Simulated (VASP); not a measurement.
Given:

```xyz
2
Lattice="4.0877 0.0000 0.0000 0.0000 4.0877 0.0000 0.0000 0.0000 4.0877" Properties=species:S:1:pos:R:3 pbc="T T T"
Tl     0.0000     0.0000     0.0000
Br     2.0439     2.0439     2.0439
```

These are PBE GGA, VASP's PBE PAW potentials (set 64) (plane waves; VASP) values and carry that method's errors. Settings: 520 eV cut-off, 7×7×7 Γ-centred mesh, Gaussian smearing of 0.050 eV, potentials Tl_d Br.

**Question.** Predict the energy per atom (σ→0).

**Answer.** 
- energy per atom (σ→0): -2.772 eV/atom

Total energies compare only between runs with the same potentials, cut-off and functional.

The compound is TlBr in the CsCl type structure. This cell is one point of a volume scan, at 1.03 of the reference volume.
